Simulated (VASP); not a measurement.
Given:

```xyz
4
Lattice="4.1288 0.0000 0.0000 -2.0644 3.5756 0.0000 0.0000 0.0000 4.5245" Properties=species:S:1:pos:R:3 pbc="T T T"
Ca     0.0000     0.0000     0.0231
Al     2.0644     1.1919     2.1003
Si     0.0000     2.3838     2.5532
H      2.0644     1.1919     0.3307
```

Computed with PBEsol GGA, VASP's PBE PAW potentials (set 64) (plane waves; VASP). Settings: 400 eV cut-off, 14×14×11 Γ-centred mesh, Gaussian smearing of 0.010 eV, potentials Ca_sv Al Si H.

The job: CaAlSiH (space group P3m1), 4 atoms, PBEsol, optics run with many empty bands, 400 eV, 14×14×11 Γ-centred mesh. Roughly how much core time does it take on a busy server core?

About 3 core-minutes (one run on a shared machine, a rough figure). It had 224 irreducible k-points, 39 bands, up to 1230 plane waves and 12 electronic steps.

The structure comes from a computed database's CaAlSiH entry (P3m1); how it stands against other phases isn't given here. It was relaxed first.
